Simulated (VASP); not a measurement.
Input of a VASP 6.6.1 run:

The input INCAR:

```
ALGO = Normal ; EDIFF = 1E-6
EDIFFG = -0.01 ; ENCUT = 600
GGA = PE ; IBRION = 2
ISIF = 3 ; ISMEAR = 0
KPAR = 4 ; LASPH = True
LCHARG = False ; LREAL = False
LWAVE = False ; NELM = 80
NSW = 90 ; PREC = Accurate
SIGMA = 0.03
```

File KPOINTS:

```
k-points
0
Gamma
  8 8 8
```

Contents of POSCAR:

```
InP
1.0
    0.0000000000      2.9305000000      2.9305000000
    2.9305000000      0.0000000000      2.9305000000
    2.9305000000      2.9305000000      0.0000000000
In P
1 1
Direct
    0.0000000000      0.0000000000      0.0000000000
    0.2500000000      0.2500000000      0.2500000000
```

Potentials or basis: VASP PAW PBE potentials, release 64 (In_d, P).

The run is started by

```sh
$ cat potpaw_PBE.64/In_d/POTCAR potpaw_PBE.64/P/POTCAR > POTCAR
$ mpirun -np 4 vasp_std > vasp.out
```

Predict the relaxed volume.

26.44 Å³/atom.

Estimate the space group after relaxing (to 0.05 Å).

F-43m (No. 216).

Estimate the band gap on the k mesh.

0.44 eV, direct.

Estimate the relaxed cell.

a = 4.213 Å, b = 4.213 Å, c = 4.213 Å, α = 60.00°, β = 60.00°, γ = 60.00°.

Final structure:
```xyz
2
Lattice="0.0000 2.9792 2.9792 2.9792 0.0000 2.9792 2.9792 2.9792 0.0000" Properties=species:S:1:pos:R:3 pbc="T T T"
In    0.0000    0.0000    0.0000
P     1.4896    1.4896    1.4896
```

Caveat: spin-orbit coupling is left out, which moves the levels of the heavy elements. PBE usually gives volumes a little too large and moduli too small.
